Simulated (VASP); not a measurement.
The system is ZnCdPt3.

```xyz
5
Lattice="4.1457 0.0000 0.0000 0.0000 4.1457 0.0000 0.0000 0.0000 4.1457" Properties=species:S:1:pos:R:3 pbc="T T T"
Zn    0.0000    0.0000    0.0000
Cd    2.0728    2.0728    2.0728
Pt    2.0728    0.0000    0.0000
Pt    0.0000    2.0728    0.0000
Pt    0.0000    0.0000    2.0728
```

The cell was built by a generator and needn't be a form met in nature.

* Program: VASP 6.6.1
* Task: relaxation of cell and atoms
* Functional: LDA
* Potentials or basis: VASP PAW LDA potentials, release 64 (Zn, Cd, Pt)
* Cutoff: 600 eV
* k mesh: 7 × 7 × 7
* Occupations: methfessel-paxton, width 0.1 eV
* Spin: no spin polarisation

At the start: pressure 68.7 GPa; volume 14.25 Å³/atom.

Where does the relaxation end?

Over 19 steps the energy falls by 686.4 meV/atom and the volume is 18.41 Å³/atom (+29.2 %); space group Pm-3m (No. 221, to 0.05 Å).

Step by step:
```csv
step,energy change (eV),largest force (eV/Å),pressure (GPa),volume (Å³)
1,0.0000,0.0000,68.72,71.25
2,2.7927,0.0000,-18.21,154.68
3,-3.3261,0.0000,-5.31,96.30
4,-3.4198,0.0000,-2.08,93.72
5,-3.4319,0.0000,-0.18,92.21
6,-3.4315,0.0000,0.48,91.75
7,-3.4315,0.0000,0.46,91.76
8,-3.4315,0.0000,0.44,91.78
9,-3.4315,0.0000,0.45,91.78
10,-3.4315,0.0000,0.44,91.78
11,-3.4315,0.0000,0.44,91.78
12,-3.4315,0.0000,0.44,91.78
13,-3.4315,0.0000,0.44,91.78
14,-3.4316,0.0000,0.43,91.78
15,-3.4316,0.0000,0.41,91.79
16,-3.4316,0.0000,0.39,91.81
17,-3.4317,0.0000,0.31,91.84
18,-3.4318,0.0000,0.25,91.91
19,-3.4319,0.0000,0.04,92.05
```

Final structure:
```cif
data_structure
_symmetry_space_group_name_H-M 'P 1'
_symmetry_Int_Tables_number 1
_cell_length_a 4.5152
_cell_length_b 4.5152
_cell_length_c 4.5152
_cell_angle_alpha 90.000
_cell_angle_beta 90.000
_cell_angle_gamma 90.000
_cell_volume 92.05
loop_
_atom_site_label
_atom_site_type_symbol
_atom_site_fract_x
_atom_site_fract_y
_atom_site_fract_z
_atom_site_occupancy
Zn1 Zn 0.00000 0.00000 0.00000 1
Cd1 Cd 0.50000 0.50000 0.50000 1
Pt1 Pt 0.50000 0.00000 0.00000 1
Pt2 Pt 0.00000 0.50000 0.00000 1
Pt3 Pt 0.00000 0.00000 0.50000 1
```

Caveat: the volume moved by over 15 % at a fixed basis, so the end points are rough.
